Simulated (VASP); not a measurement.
OSZICAR of a VASP run on CrAl (relaxed from the NiAs type structure, space group P6_3/mmc):

**OSZICAR**
```
       N       E                     dE             d eps       ncg     rms          rms(c)
DAV:   1     0.229099412959E+03    0.22910E+03   -0.14251E+04  5488   0.117E+03
DAV:   2    -0.192187712256E+02   -0.24832E+03   -0.23980E+03  5106   0.365E+02
DAV:   3    -0.293488524665E+02   -0.10130E+02   -0.96563E+01  6344   0.799E+01
DAV:   4    -0.295540546808E+02   -0.20520E+00   -0.20494E+00  5926   0.108E+01
DAV:   5    -0.295609456642E+02   -0.68910E-02   -0.68903E-02  6634   0.188E+00    0.239E+01
DAV:   6    -0.287506910618E+02    0.81025E+00   -0.61981E+01  5958   0.669E+01    0.165E+01
DAV:   7    -0.264075035398E+02    0.23432E+01   -0.19459E+01  5684   0.420E+01    0.559E+00
DAV:   8    -0.262956711489E+02    0.11183E+00   -0.11564E+00  5518   0.951E+00    0.280E+00
DAV:   9    -0.263164732620E+02   -0.20802E-01   -0.11623E-01  6416   0.252E+00    0.147E+00
DAV:  10    -0.263405288547E+02   -0.24056E-01   -0.40591E-02  5852   0.155E+00    0.884E-01
DAV:  11    -0.263519269563E+02   -0.11398E-01   -0.13189E-02  6032   0.952E-01    0.799E-01
DAV:  12    -0.263662150633E+02   -0.14288E-01   -0.17206E-02  6032   0.927E-01    0.535E-01
DAV:  13    -0.263733059568E+02   -0.70909E-02   -0.14081E-02  6562   0.779E-01    0.284E-01
DAV:  14    -0.263746725062E+02   -0.13665E-02   -0.25350E-03  6588   0.356E-01    0.136E-01
DAV:  15    -0.263750848021E+02   -0.41230E-03   -0.87686E-04  6532   0.196E-01    0.559E-02
DAV:  16    -0.263751466421E+02   -0.61840E-04   -0.10210E-04  6368   0.626E-02    0.362E-02
DAV:  17    -0.263751552179E+02   -0.85758E-05   -0.25903E-05  6328   0.428E-02    0.222E-02
DAV:  18    -0.263751618702E+02   -0.66522E-05   -0.22097E-05  6092   0.299E-02    0.114E-02
DAV:  19    -0.263751672134E+02   -0.53432E-05   -0.14960E-05  6144   0.270E-02    0.617E-03
DAV:  20    -0.263751671439E+02    0.69515E-07   -0.61198E-07  2820   0.598E-03
   1 F= -.26375167E+02 E0= -.26374640E+02  d E =-.263752E+02  mag=     0.0038
       N       E                     dE             d eps       ncg     rms          rms(c)
DAV:   1    -0.264995264870E+02   -0.12436E+00   -0.23810E+00  5172   0.142E+01    0.257E+00
DAV:   2    -0.264663388423E+02    0.33188E-01   -0.94140E-01  5846   0.958E+00    0.210E+00
DAV:   3    -0.263878844785E+02    0.78454E-01   -0.31171E-01  5864   0.543E+00    0.635E-01
DAV:   4    -0.263831854100E+02    0.46991E-02   -0.19869E-02  7314   0.936E-01    0.286E-01
DAV:   5    -0.263824643730E+02    0.72104E-03   -0.96182E-04  6510   0.254E-01    0.144E-01
DAV:   6    -0.263823955349E+02    0.68838E-04   -0.19540E-04  6690   0.112E-01    0.615E-02
DAV:   7    -0.263823786516E+02    0.16883E-04   -0.67633E-05  7724   0.660E-02    0.128E-02
DAV:   8    -0.263823798657E+02   -0.12141E-05   -0.34218E-06  5246   0.170E-02    0.463E-03
DAV:   9    -0.263823803453E+02   -0.47958E-06   -0.36419E-07  2742   0.454E-03
   2 F= -.26382380E+02 E0= -.26381824E+02  d E =-.721320E-02  mag=     0.0010
       N       E                     dE             d eps       ncg     rms          rms(c)
DAV:   1    -0.263864849311E+02   -0.41051E-02   -0.69927E-02  5160   0.241E+00    0.491E-01
DAV:   2    -0.263857007855E+02    0.78415E-03   -0.30579E-02  5748   0.170E+00    0.400E-01
DAV:   3    -0.263828272169E+02    0.28736E-02   -0.11930E-02  5800   0.108E+00    0.991E-02
DAV:   4    -0.263827065357E+02    0.12068E-03   -0.37123E-04  6492   0.148E-01    0.287E-02
DAV:   5    -0.263826974650E+02    0.90708E-05   -0.35965E-05  6932   0.450E-02    0.130E-02
DAV:   6    -0.263826940996E+02    0.33654E-05   -0.41971E-06  5690   0.170E-02    0.453E-03
DAV:   7    -0.263826935427E+02    0.55686E-06   -0.50723E-07  2794   0.654E-03
   3 F= -.26382694E+02 E0= -.26382133E+02  d E =-.752640E-02  mag=     0.0004
       N       E                     dE             d eps       ncg     rms          rms(c)
DAV:   1    -0.264088072160E+02   -0.26113E-01   -0.40909E-01  5268   0.730E+00    0.136E+00
DAV:   2    -0.264062990970E+02    0.25081E-02   -0.30664E-01  5776   0.551E+00    0.108E+00
DAV:   3    -0.263835221625E+02    0.22777E-01   -0.87972E-02  5800   0.291E+00    0.221E-01
DAV:   4    -0.263830194580E+02    0.50270E-03   -0.29618E-03  5436   0.424E-01    0.621E-02
DAV:   5    -0.263830008589E+02    0.18599E-04   -0.19454E-04  6930   0.939E-02    0.302E-02
DAV:   6    -0.263830010451E+02   -0.18620E-06   -0.50522E-05  6380   0.618E-02    0.127E-02
DAV:   7    -0.263829993590E+02    0.16862E-05   -0.42665E-06  5676   0.160E-02    0.280E-03
DAV:   8    -0.263829993784E+02   -0.19435E-07   -0.26540E-07  2790   0.332E-03
   4 F= -.26382999E+02 E0= -.26382442E+02  d E =-.305836E-03  mag=     0.0001
       N       E                     dE             d eps       ncg     rms          rms(c)
DAV:   1    -0.263871208866E+02   -0.41215E-02   -0.61306E-02  5268   0.284E+00    0.533E-01
DAV:   2    -0.263870432080E+02    0.77679E-04   -0.48506E-02  5808   0.219E+00    0.444E-01
DAV:   3    -0.263832963348E+02    0.37469E-02   -0.14126E-02  5844   0.116E+00    0.828E-02
DAV:   4    -0.263832193881E+02    0.76947E-04   -0.41433E-04  5346   0.152E-01    0.264E-02
DAV:   5    -0.263832084156E+02    0.10973E-04   -0.33412E-05  6766   0.397E-02    0.126E-02
DAV:   6    -0.263832059349E+02    0.24807E-05   -0.67169E-06  5984   0.251E-02    0.464E-03
DAV:   7    -0.263832057767E+02    0.15822E-06   -0.28343E-07  2706   0.495E-03
   5 F= -.26383206E+02 E0= -.26382646E+02  d E =-.512234E-03  mag=     0.0000
```

Task: Which electronic solver shows in the log?

Result: It is blocked Davidson (ALGO = Normal, or the opening steps of other solvers). The INCAR had ALGO = Normal.

Task: How was spin treated?

Result: Collinear spin (ISPIN = 2): the summary line carries one mag value, 0.00 μB in the cell.

Task: Can the final energy be trusted as converged?

Result: The calculation finished and met its thresholds. It stopped with EDIFF = 1E-6, NELM = 100, NSW = 60 and EDIFFG = -0.02 after 5 ionic steps (PBE GGA, plane waves, VASP's PBE PAW potentials (set 64)). The moments were started parallel, and other spin orders were not tried in this run.

The structure was generated: CrAl was put into the NiAs type type (P6_3/mmc), which need not be its known phase. This run relaxes it. Symmetry was kept, so distortions that lower it aren't found. The start is the result of an earlier pass.
